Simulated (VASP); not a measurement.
Input of a VASP 6.6.1 run:

INCAR

```
PREC     = Accurate       # precision mode
ENCUT    = 520            # plane-wave cutoff, eV
EDIFF    = 1E-7           # SCF threshold, eV
ISMEAR   = -1             # smearing method
SIGMA    = 0.05           # smearing width, eV
LREAL    = False          # projectors in reciprocal space
LASPH    = True           # aspherical terms in the spheres
NELM     = 60             # most SCF steps
ALGO     = Normal         # electronic algorithm
ISIF     = 2              # what is computed and relaxed
LWAVE    = False          # write WAVECAR
LCHARG   = False          # write CHGCAR
GGA      = PE             # functional
NBANDS   = 34             # bands
```

The input KPOINTS:

```
Automatic mesh
0
Gamma
  9 9 9
```

Contents of POSCAR:

```
MgTiNbO4
1.0
   -1.9015003216      2.1225077812      4.9830607053
    1.9015003216     -2.1225077812      4.9830607053
    1.9015003216      2.1225077812     -4.9830607053
Nb Ti Mg O
1 1 1 4
Direct
    0.0262395000      0.0262395000      0.0000000000
    0.7132410000      0.2132410000      0.5000000000
    0.3138310000      0.8138310000      0.5000000000
    0.7788740000      0.7788740000      0.0000000000
    0.9574440000      0.4574440000      0.5000000000
    0.2442240000      0.2442240000      0.0000000000
    0.5137650000      0.0137650000      0.5000000000
```

Potentials or basis: VASP PAW PBE potentials, release 64 (Nb_sv, Ti_sv, Mg, O).

Run with:

```console
$ cat potpaw_PBE.64/Nb_sv/POTCAR potpaw_PBE.64/Ti_sv/POTCAR potpaw_PBE.64/Mg/POTCAR potpaw_PBE.64/O/POTCAR > POTCAR
$ mpirun -np 1 vasp_std > vasp.out
```

Problem. Predict the pressure.

Solution. -2.4 GPa.

Problem. Estimate the largest force.

Solution. 0.187 eV/Å.

Stress tensor (GPa, compression positive):
```
-2.13  0.00  0.00
 0.00 -3.59  0.00
 0.00  0.00 -1.54
```

Caveat: an odd number of electrons without spin polarisation forces a metal; a magnetic or distorted state may lie lower.
